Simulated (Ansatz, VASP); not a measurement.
Mo2Rh: VASP beside Ansatz

File INCAR:

```
ALGO = Fast
EDIFF = 1E-6
ENCUT = 520
ISIF = 2
ISMEAR = 0
LASPH = T
LCHARG = F
LREAL = F
LWAVE = F
NBANDS = 28
NELM = 100
PREC = Accurate
SIGMA = 0.1
```

KPOINTS

```
k-points
0
Gamma
  9 9 9
```

File POSCAR:

```
Mo2Rh
1.0
    0.0000000000      1.9737520000      6.2088030000
    1.8753320000      0.0000000000      6.2088030000
    1.8753320000      1.9737520000      0.0000000000
Mo Rh
2 1
Direct
    0.3405790000      0.3405790000      0.6594210000
    0.6594210000      0.6594210000      0.3405790000
    0.0000000000      0.0000000000      0.0000000000
```

Input for Ansatz:

```yaml
crystal:
  lattice:
    - [0.0, 1.973752, 6.208803]
    - [1.875332, 0.0, 6.208803]
    - [1.875332, 1.973752, 0.0]
  atoms:
    - { symbol: Mo, position: [0.340579, 0.340579, 0.659421] }
    - { symbol: Mo, position: [0.659421, 0.659421, 0.340579] }
    - { symbol: Rh, position: [0.0, 0.0, 0.0] }
kpoints:
  mp_grid: { grid: [9, 9, 9] }
hamiltonian:
  xc: lda
scf:
  occupations: { method: gaussian, width: 0.1 }
basis:
  ecutwfc: "16 Ha"
output:
  stress: true
  eigenvalues: true
```

The cell comes from a database or a generator and needn't be the stable form of this composition.

Alike in both runs: task single point; functional LDA; k mesh 9 × 9 × 9; occupations gaussian, width 0.1 eV; no spin polarisation.

|  | VASP | Ansatz |
| --- | --- | --- |
| version | VASP 6.6.1 | Ansatz 0.2.0 |
| potentials or method | VASP PAW LDA potentials, release 64 (Mo_sv, Rh_pv) | plane waves, PAW |
| plane-wave cutoff (eV) | 520 | 435 |
| valence electrons in the cell | 43 | 45 |

|  | VASP | Ansatz | Ansatz less VASP |
| --- | --- | --- | --- |
| gap on the k mesh at the Fermi level (eV) | none | none | - |
| pressure (GPa) | -14.6 | -15.6 | -1.00 |
| largest component of the traceless stress (GPa) | 0.50 | 0.51 | +0.015 |

A gap of «none» marks a metal or a gap that the smearing closes. The two sets of potentials don't hold the same shells in valence.
